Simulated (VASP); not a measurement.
Given:

```xyz
3
Lattice="0.0000 2.3100 2.3100 2.3100 0.0000 2.3100 2.3100 2.3100 0.0000" Properties=species:S:1:pos:R:3 pbc="T T T"
Li     1.1550     1.1550     1.1550
Li     3.4650     3.4650     3.4650
O      0.0000     0.0000     0.0000
```

All values below come from PBE GGA, VASP's PBE PAW potentials (set 64) (plane waves; VASP). Numerical set-up: 620 eV cut-off, 8×8×8 Γ-centred mesh, Gaussian smearing of 0.050 eV, potentials Li_sv O.

Energy and stress use the plane-wave basis of the starting cell.

### Question
The ions, cell shape and volume at an external pressure of 5.0 GPa are relaxed. Predict the relaxed structure.

### Answer

```xyz
3
Lattice="0.0000 2.2675 2.2675 2.2675 0.0000 2.2675 2.2675 2.2675 0.0000" Properties=species:S:1:pos:R:3 pbc="T T T"
Li     1.1338     1.1338     1.1338
Li     3.4013     3.4013     3.4013
O      0.0000     0.0000     0.0000
```
Space group Fm-3m (225), at a tolerance of 0.03 Å.

### Question
How do energy and volume change from the first to the last step?

### Answer
The energy (σ→0) changes by +6.3 meV/atom and the volume by -5.4 %, in 3 ionic steps.

The compound is Li2O in the antifluorite structure. This run relaxes it under an external pressure of 5 GPa. Symmetry was kept, so distortions that lower it aren't found.
